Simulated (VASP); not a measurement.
## Interstitial N in Co

How easily does interstitial N form in Co? The host is relaxed first, then a supercell is run with and without the defect.

Calculated with VASP 6.6.1; PBEsol, spin-polarised from a ferromagnetic start; plane waves and PAW (Co), in the first sound run; inputs show where later runs differ.

Most raw output is cut from this account.

**1. The host crystal**

The structure is hexagonal, space group P6_3/mmc (No. 194). The conventional cell has a = 2.453 Å, b = 2.453 Å, c = 3.959 Å, α = 90.00°, β = 90.00°, γ = 120.00°. Nearest to Co lie 12 Co at 2.43 to 2.45 Å.

Coordinates:

```cif
data_structure
_symmetry_space_group_name_H-M 'P 1'
_symmetry_Int_Tables_number 1
_cell_length_a 2.4532
_cell_length_b 2.4532
_cell_length_c 3.9593
_cell_angle_alpha 90.000
_cell_angle_beta 90.000
_cell_angle_gamma 120.000
_cell_volume 20.64
loop_
_atom_site_label
_atom_site_type_symbol
_atom_site_fract_x
_atom_site_fract_y
_atom_site_fract_z
_atom_site_occupancy
Co1 Co 0.00000 0.00000 0.00000 1
Co2 Co 0.33333 0.66667 0.50000 1
```

**2. Relax the host again, on a new basis**

The volume changed by more than 5 %, so the plane waves of the start no longer fit; a second relaxation removes that error.

File INCAR:

```
SYSTEM = Co
PREC = Accurate
ENCUT = 400
EDIFF = 1E-06
NELM = 120
ISMEAR = 1
SIGMA = 0.15
LREAL = .FALSE.
ALGO = Normal
GGA = PS
NBANDS = 19
ISPIN = 2
MAGMOM = 2 2
LASPH = .TRUE.
LMAXMIX = 4
LORBIT = 11
LWAVE = .FALSE.
LCHARG = .FALSE.
KPAR = 8
IBRION = 2
NSW = 30
ISIF = 3
EDIFFG = -0.02
POTIM = 0.4
```

File POSCAR:

```
Co
1.0
    2.4532079159      0.0000000000      0.0000000000
   -1.2266039580      2.1245403759      0.0000000000
    0.0000000000      0.0000000000      3.9593264994
Co
2
Direct
    0.0000000000      0.0000000000      0.0000000000
    0.3333333333      0.6666666667      0.5000000000
```

File KPOINTS:

```
Automatic mesh
0
Gamma
15 15 8
0 0 0
```

The projector-augmented-wave data sets are Co (PBE family, release 64).

Launch:

```sh
> mpirun -np 8 vasp_std
```

It took 14 s on 8 MPI ranks of Intel Xeon Platinum 8488C (Sapphire Rapids), shared host; peak memory 1.3 GiB.

The magnetic state follows from one typed start and may not be the lowest. The PAW data sets were made with PBE, which is usual practice but a small mismatch for other functionals. The run keeps the 24 symmetry operations of its start, so it cannot find a distortion of lower symmetry.

Little changed from the start: no atom moved by 0.005 Å and no cell edge by 0.1 %.

Numbers from this step:

```
electronic cycles                                 : 13
electrons                                         : 18
free energy (TOTEN)                               : -15.48 eV
energy at zero smearing                           : -15.48 eV
Fermi energy                                      : 10.79 eV
moment of the cell, from the last line of the log : 3.164 μB
labelled metallic, from the levels on this mesh   : yes
```

Spin moment in the PAW sphere by atom:

```
atom  spin moment in the PAW sphere (μB)
 Co1                                1.59
 Co2                                1.59
```

The start already met the threshold, so nothing moved.

**3. The supercell without the defect**

System of this step: Co. Symmetry: P6_3/mmc, No. 194, hexagonal system. Conventional cell: a = 2.453 Å, b = 2.453 Å, c = 3.959 Å, α = 90.00°, β = 90.00°, γ = 120.00°. Co has 12 Co at 2.43 to 2.45 Å nearest.

The same cell, mesh and cutoff without the defect give the energy to subtract and, in a gapped host, the band edges to count from, so that most errors cancel.

File INCAR:

```
SYSTEM = Co
PREC = Normal
ENCUT = 400
EDIFF = 1E-05
NELM = 120
ISMEAR = 1
SIGMA = 0.2
LREAL = Auto
ALGO = Fast
GGA = PS
NBANDS = 234
ISPIN = 2
MAGMOM = 2 2 2 2 2 2 2 2 2 2 2 2 2 2 2 2 2 2 2 2 2 2 2 2 2 2 2 2 2 2 2 2 2 2 2 2
LASPH = .TRUE.
LMAXMIX = 4
LORBIT = 11
LWAVE = .FALSE.
LCHARG = .FALSE.
KPAR = 4
NCORE = 2
```

File POSCAR:

```
Co
1.0
    7.3596237477      0.0000000000      0.0000000000
   -3.6798118740      6.3736211277      0.0000000000
    0.0000000000      0.0000000000      7.9186529988
Co
36
Direct
    0.0000000000      0.0000000000      0.0000000000
    0.0000000000      0.0000000000      0.5000000000
    0.0000000000      0.3333333333      0.0000000000
    0.0000000000      0.3333333333      0.5000000000
    0.0000000000      0.6666666667      0.0000000000
    0.0000000000      0.6666666667      0.5000000000
    0.3333333333      0.0000000000      0.0000000000
    0.3333333333      0.0000000000      0.5000000000
    0.3333333333      0.3333333333      0.0000000000
    0.3333333333      0.3333333333      0.5000000000
    0.3333333333      0.6666666667      0.0000000000
    0.3333333333      0.6666666667      0.5000000000
    0.6666666667      0.0000000000      0.0000000000
    0.6666666667      0.0000000000      0.5000000000
    0.6666666667      0.3333333333      0.0000000000
    0.6666666667      0.3333333333      0.5000000000
    0.6666666667      0.6666666667      0.0000000000
    0.6666666667      0.6666666667      0.5000000000
    0.1111111111      0.2222222222      0.2500000000
    0.1111111111      0.2222222222      0.7500000000
    0.1111111111      0.5555555556      0.2500000000
    0.1111111111      0.5555555556      0.7500000000
    0.1111111111      0.8888888889      0.2500000000
    0.1111111111      0.8888888889      0.7500000000
    0.4444444444      0.2222222222      0.2500000000
    0.4444444444      0.2222222222      0.7500000000
    0.4444444444      0.5555555556      0.2500000000
    0.4444444444      0.5555555556      0.7500000000
    0.4444444444      0.8888888889      0.2500000000
    0.4444444444      0.8888888889      0.7500000000
    0.7777777778      0.2222222222      0.2500000000
    0.7777777778      0.2222222222      0.7500000000
    0.7777777778      0.5555555556      0.2500000000
    0.7777777778      0.5555555556      0.7500000000
    0.7777777778      0.8888888889      0.2500000000
    0.7777777778      0.8888888889      0.7500000000
```

File KPOINTS:

```
Automatic mesh
0
Gamma
5 5 4
0 0 0
```

Launch:

```sh
> mpirun -np 8 vasp_std
```

The job ended after 6.3 min (8 MPI ranks; peak memory 4.8 GiB).

This step gave:

```
electronic cycles                                 : 16
electrons                                         : 324
free energy (TOTEN)                               : -278.5745 eV
energy at zero smearing                           : -278.5844 eV
moment of the cell, from the last line of the log : 57.00 μB
```

Spin moment in the PAW sphere by element, in μB:

```
element  atoms  mean  spread (r.m.s.)  least  largest
     Co     36  1.59             0.00   1.59     1.59
```

The atoms farthest from the mean of their element:

```csv
atom,"x, y, z (Å)",spin moment in the PAW sphere (μB)
Co1,"0.00, 0.00, 0.00",1.59
Co2,"0.00, 0.00, 3.96",1.59
Co3,"-1.23, 2.12, 0.00",1.59
Co4,"-1.23, 2.12, 3.96",1.59
Co5,"-2.45, 4.25, 0.00",1.59
Co6,"-2.45, 4.25, 3.96",1.59
Co7,"2.45, 0.00, 0.00",1.59
Co8,"2.45, 0.00, 3.96",1.59
```

The host is treated as a metal, as its relaxation found a gap under 0.3 eV or none, and only the neutral defect is run.

**4. Relaxing the atoms**

This step: PBEsol; plane waves and PAW (N) (VASP 6.6.1).

System of this step: N2. The cell holds 2 atoms: 2 N. Its edges and angles: a = 11.000 Å, b = 11.500 Å, c = 14.000 Å, α = 90.0°, β = 90.0°, γ = 90.0°. Vacuum lies along a, b and c.

The reference for N is the N2 molecule, relaxed in a box at the cutoff of the large cell.

File INCAR:

```
SYSTEM = N
PREC = Normal
ENCUT = 400
EDIFF = 1E-05
NELM = 120
ISMEAR = 0
SIGMA = 0.01
LREAL = Auto
ALGO = Fast
GGA = PS
NBANDS = 11
LORBIT = 11
LWAVE = .FALSE.
LCHARG = .FALSE.
NCORE = 8
LASPH = .TRUE.
IBRION = 2
NSW = 20
ISIF = 2
EDIFFG = -0.03
POTIM = 0.4
MAXMIX = 40
ISYM = 0
```

File POSCAR:

```
N
1.0
   11.0000000000      0.0000000000      0.0000000000
    0.0000000000     11.5000000000      0.0000000000
    0.0000000000      0.0000000000     14.0000000000
N
2
Direct
    0.5000000000      0.5000000000      0.4607142900
    0.5000000000      0.5000000000      0.5392857100
```

File KPOINTS:

```
Automatic mesh
0
Gamma
1 1 1
0 0 0
```

PAW data sets: N (PBE family, release 64).

Launch:

```sh
> mpirun -np 8 vasp_gam
```

Run time: 14 s. Hardware: 8 MPI ranks; peak memory 1.3 GiB; 1.7 min of CPU time.

The steps of the relaxation:

```csv
step,energy less that of the first step (eV),largest force (eV/Å)
1,0.0000,2.5480
2,1.5912,14.0802
3,-0.0195,0.2210
4,-0.0196,0.0111
```

Final coordinates:

```xyz
2
Lattice="11.0000 0.0000 0.0000 0.0000 11.5000 0.0000 0.0000 0.0000 14.0000" Properties=species:S:1:pos:R:3
N     5.5000    5.7500    6.4421
N     5.5000    5.7500    7.5579
```

Numbers from this step:

- electronic cycles: 43
- electrons: 10
- free energy (TOTEN): -17.03 eV
- gap between the highest filled and lowest empty level: 7.996 eV

The run ended after 4 ionic steps, 0.020 eV below its first step, once the forces on the free atoms met EDIFFG = -0.03.

Energy at zero smearing: -17.03300 eV.

**5. The defect cell**

This step: PBEsol, spin-polarised from a ferromagnetic start; plane waves and PAW (Co, N) (VASP 6.6.1).

System of this step: Co36N. The cell holds 37 atoms: 36 Co and 1 N. Cell: a = 7.360 Å, b = 7.360 Å, c = 7.919 Å, α = 90.0°, β = 90.0°, γ = 120.0°. It derives from Co. Nearest the centre at fractional (0.222, 0.111, 0.125): N37 at 0.00 Å, Co1 at 1.73 Å, Co23 at 1.73 Å, Co19 at 1.73 Å, Co9 at 1.73 Å, Co7 at 1.73 Å, Co25 at 1.73 Å, Co35 at 3.00 Å.

The host is treated as a metal, since its gap is under 0.3 eV or closed. The run keeps 12 symmetry operations, which cuts the number of k-points but bars distortions that break them. The atoms relax at the host's fixed cell.

File INCAR:

```
SYSTEM = Co36N
PREC = Normal
ENCUT = 400
EDIFF = 1E-05
NELM = 120
ISMEAR = 1
SIGMA = 0.2
LREAL = Auto
ALGO = Fast
GGA = PS
NBANDS = 234
ISPIN = 2
MAGMOM = 2 2 2 2 2 2 2 2 2 2 2 2 2 2 2 2 2 2 2 2 2 2 2 2 2 2 2 2 2 2 2 2 2 2 2 2 0
LASPH = .TRUE.
LMAXMIX = 4
LORBIT = 11
LWAVE = .FALSE.
LCHARG = .TRUE.
KPAR = 4
NCORE = 2
IBRION = 2
NSW = 50
ISIF = 2
EDIFFG = -0.03
POTIM = 0.4
MAXMIX = 40
ISYM = 2
```

File POSCAR:

```
Co36N
1.0
    7.3596237477      0.0000000000      0.0000000000
   -3.6798118740      6.3736211277      0.0000000000
    0.0000000000      0.0000000000      7.9186529988
Co N
36 1
Direct
    0.0000000000      0.0000000000      0.0000000000
    0.0000000000      0.0000000000      0.5000000000
    0.0000000000      0.3333333300      0.0000000000
    0.0000000000      0.3333333300      0.5000000000
    0.0000000000      0.6666666700      0.0000000000
    0.0000000000      0.6666666700      0.5000000000
    0.3333333300      0.0000000000      0.0000000000
    0.3333333300      0.0000000000      0.5000000000
    0.3333333300      0.3333333300      0.0000000000
    0.3333333300      0.3333333300      0.5000000000
    0.3333333300      0.6666666700      0.0000000000
    0.3333333300      0.6666666700      0.5000000000
    0.6666666700      0.0000000000      0.0000000000
    0.6666666700      0.0000000000      0.5000000000
    0.6666666700      0.3333333300      0.0000000000
    0.6666666700      0.3333333300      0.5000000000
    0.6666666700      0.6666666700      0.0000000000
    0.6666666700      0.6666666700      0.5000000000
    0.1111111100      0.2222222200      0.2500000000
    0.1111111100      0.2222222200      0.7500000000
    0.1111111100      0.5555555600      0.2500000000
    0.1111111100      0.5555555600      0.7500000000
    0.1111111100      0.8888888900      0.2500000000
    0.1111111100      0.8888888900      0.7500000000
    0.4444444400      0.2222222200      0.2500000000
    0.4444444400      0.2222222200      0.7500000000
    0.4444444400      0.5555555600      0.2500000000
    0.4444444400      0.5555555600      0.7500000000
    0.4444444400      0.8888888900      0.2500000000
    0.4444444400      0.8888888900      0.7500000000
    0.7777777800      0.2222222200      0.2500000000
    0.7777777800      0.2222222200      0.7500000000
    0.7777777800      0.5555555600      0.2500000000
    0.7777777800      0.5555555600      0.7500000000
    0.7777777800      0.8888888900      0.2500000000
    0.7777777800      0.8888888900      0.7500000000
    0.2222222200      0.1111111100      0.1250000000
```

File KPOINTS:

```
Automatic mesh
0
Gamma
5 5 4
0 0 0
```

The projector-augmented-wave data sets are Co and N (PBE family, release 64).

Launch:

```sh
> mpirun -np 8 vasp_std
```

Run time: 30 min. Hardware: 8 MPI ranks; peak memory 5.5 GiB.

The run keeps the 12 symmetry operations of its start, so it cannot find a distortion of lower symmetry.

Relaxation path:

```
step  energy less that of the first step (eV)  largest force (eV/Å)
   1                                   0.0000                2.9842
   2                                  -0.6880                0.8600
   3                                  -0.7556                0.3081
   4                                  -0.7558                0.3029
   5                                  -0.7884                0.1209
   6                                  -0.7940                0.0470
   7                                  -0.7940                0.0477
   8                                  -0.7954                0.0221
```

The atoms that moved most (Å):

```
atom      dx      dy      dz  length
 Co7   0.061  -0.035  -0.051   0.087
Co19  -0.061   0.035   0.051   0.087
 Co1  -0.061  -0.035  -0.051   0.087
Co25   0.061   0.035   0.051   0.087
 Co9   0.000   0.071  -0.051   0.087
Co23   0.000  -0.071   0.051   0.087
Co29   0.027  -0.016   0.012   0.034
 Co3  -0.027   0.016  -0.012   0.034
```

Final coordinates:

```xyz
37
Lattice="7.3596 0.0000 0.0000 -3.6798 6.3736 0.0000 0.0000 0.0000 7.9187" Properties=species:S:1:pos:R:3 pbc="T T T"
Co   -0.0612   -0.0354   -0.0513
Co   -0.0114   -0.0066    3.9744
Co   -1.2540    2.1403   -0.0116
Co   -1.2388    2.1316    3.9730
Co   -2.4532    4.2175   -0.0116
Co   -2.4532    4.2351    3.9730
Co    2.5145   -0.0354   -0.0513
Co    2.4646   -0.0066    3.9744
Co    1.2266    2.1953   -0.0513
Co    1.2266    2.1377    3.9744
Co    0.0052    4.2521   -0.0011
Co   -0.0006    4.2488    3.9611
Co    4.9064   -0.0060   -0.0011
Co    4.9064    0.0007    3.9611
Co    3.7072    2.1403   -0.0116
Co    3.6920    2.1316    3.9730
Co    2.4480    4.2521   -0.0011
Co    2.4538    4.2488    3.9611
Co   -0.0612    1.4517    2.0310
Co   -0.0114    1.4230    5.9239
Co   -1.2318    3.5379    1.9807
Co   -1.2260    3.5412    5.9372
Co   -2.4532    5.5947    2.0310
Co   -2.4532    5.6522    5.9239
Co    2.5145    1.4517    2.0310
Co    2.4646    1.4230    5.9239
Co    1.2266    3.5725    1.9912
Co    1.2266    3.5549    5.9253
Co    0.0273    5.6497    1.9912
Co    0.0121    5.6584    5.9253
Co    4.9064    1.4224    1.9807
Co    4.9064    1.4157    5.9372
Co    3.6850    3.5379    1.9807
Co    3.6792    3.5412    5.9372
Co    2.4259    5.6497    1.9912
Co    2.4411    5.6584    5.9253
N     1.2266    0.7082    0.9898
```

Numbers from this step:

```yaml
electronic_cycles: 66
electrons: 329
free_energy_toten: -287.0159 eV
energy_at_zero_smearing: -287.0211 eV
fermi_energy: 11.05 eV
moment_of_the_cell_from_the_last_line_of_the_log: 54.11 μB
```

Spin moment in the PAW sphere by element, in μB:

```
element  atoms   mean  spread (r.m.s.)  least  largest
     Co     36   1.51             0.15   1.18     1.61
      N      1  -0.04             0.00  -0.04    -0.04
```

The atoms nearest the centre:

```
atom  distance (Å)  spin moment in the PAW sphere (μB)
 N37          0.00                               -0.04
 Co1          1.82                                1.18
Co23          1.82                                1.18
Co19          1.82                                1.18
 Co9          1.82                                1.18
 Co7          1.82                                1.18
Co25          1.82                                1.18
Co35          3.03                                1.61
 Co5          3.03                                1.61
 Co3          3.03                                1.61
Co29          3.03                                1.61
Co27          3.03                                1.61
Co15          3.03                                1.61
 Co2          3.31                                1.59
```

Spin density in the ac plane at fractional y = 0.111, through the centre, with atoms of N within 0.45 Å of it.

Values in e/Å³, 12 rows by 16 columns, each cell a mean:
```
 0.06  0.06  0.01 -0.01  0.00  0.03  0.08  0.03 -0.01 -0.01  0.02  0.11  0.07  0.00 -0.02  0.00
 0.00  0.00 -0.01 -0.01 -0.01  0.00  0.00 -0.01 -0.02 -0.02 -0.01  0.00  0.00 -0.01 -0.02 -0.01
 0.15  0.17  0.03 -0.02 -0.01  0.08  0.20  0.08 -0.01 -0.01  0.04  0.19  0.13  0.00 -0.02  0.01
 0.09  0.11  0.02 -0.02 -0.01  0.05  0.12  0.05 -0.01 -0.02  0.02  0.11  0.08  0.00 -0.02  0.00
 0.00  0.00 -0.01 -0.02 -0.02 -0.01  0.00 -0.01 -0.02 -0.02 -0.01  0.00  0.00 -0.01 -0.02 -0.01
 0.16  0.17  0.02 -0.02 -0.01  0.09  0.20  0.07 -0.01 -0.01  0.04  0.19  0.12  0.00 -0.02  0.01
 0.09  0.10  0.01 -0.02 -0.01  0.05  0.12  0.04 -0.01 -0.01  0.02  0.12  0.07  0.00 -0.02  0.00
 0.00  0.00 -0.01 -0.01 -0.01 -0.01  0.00 -0.01 -0.02 -0.02 -0.01  0.00  0.00 -0.01 -0.02 -0.01
 0.10  0.11  0.02 -0.01  0.00  0.05  0.13  0.06 -0.01 -0.01  0.04  0.18  0.13  0.00 -0.02  0.00
 0.05  0.06  0.00 -0.03 -0.02  0.02  0.07  0.03 -0.01 -0.01  0.02  0.11  0.07  0.00 -0.02  0.00
 0.00  0.00 -0.01 -0.04 -0.03 -0.01  0.00 -0.01 -0.01 -0.02 -0.01  0.00  0.00 -0.01 -0.02 -0.01
 0.10  0.09  0.01 -0.02 -0.01  0.04  0.12  0.04 -0.01 -0.01  0.04  0.18  0.12  0.00 -0.02  0.00
```
Columns run along a (7.4 Å), rows up along c (7.9 Å). Atoms in or near the plane, at fractional coordinates: N at (0.22, 0.13).

Valence density in the ac plane at fractional y = 0.111, through the centre, with atoms of N within 0.45 Å of it. It is the smooth field of the valence electrons, not physical close to the nuclei.

Ten even steps from '_' (0.2 e/Å³) to '@' (3.4 e/Å³), each cell a mean:
```
..::..________..::..________..::..________
__________________________________________
__________________________________________
__________________________________________
..::..________..::..________..::..________
::--::________::--::________::--::________
......________......________......________
__________________________________________
__________________________________________
......________......________......________
::--..________::--::________::--::________
..::..________..::..________..::..________
__________________________________________
__________________________________________
________________..________________________
..::..________..::..________..::..________
::::............::..________::--::________
__....::++++::....__________......________
____..++@@@@++..__________________________
____..++@@@@++..__________________________
__....::++==::....__________......________
::::............::..________::--::________
```
Columns run along a (7.4 Å), rows up along c (7.9 Å). Atoms in or near the plane, at fractional coordinates: N at (0.22, 0.13).

The run ended after 8 ionic steps, 0.795 eV below its first step, once the forces on the free atoms met EDIFFG = -0.03.

N hardly moves from its start, within the 12 symmetry operations kept, and its nearest atoms are 6 Co at 1.82 Å.

**6. Formation energies**

This step: point defect, PBEsol; plane waves and PAW (VASP 6.6.1).

Derived from the runs above.

Numbers from this step:

* formation energy of the neutral defect: 0.07977 eV

Formation energy:

```
formation energy (eV)  largest move (Å)
              0.07977           0.08738
```

E_f is E(defect cell) less E(perfect cell), corrected for the atoms exchanged with their references.

References, in eV an atom: N -8.517 (N2 molecule) and Co -7.738 (the host). They were run at the supercell's cutoff and functional, without U, and count both elements from their own phases.

**7. Results**

* formation energy at charge 0: 0.080 eV

In words: Interstitial N costs 0.08 eV at the one site run, which need not be the lowest, with every exchanged atom at the energy of its element. N hardly moves from its start, within the 12 symmetry operations kept, and its nearest atoms are 6 Co at 1.82 Å. With metallic smearing the value can move by tenths of an eV with the k mesh. The supercell of 36 atoms is small, so interactions between images remain.

[Lines on the potential files, build, host, timing and source positions are cut from VASP's logs without a mark.]

[Logs are printed without paths, hosts, clocks, repeated set-up lines and the standing remarks that a program may print on its own settings, such as how far it seeks lower states.]

[Hosts, paths, dates, database ids (printed as entryN), source tags and the programs' standing remarks are cut or masked in the printed files.]

[In band tables of VASP the shares of atoms and orbitals are scaled to a sum of 1 inside the atoms' spheres.]

[Runs that stopped without an error message from VASP are left out.]
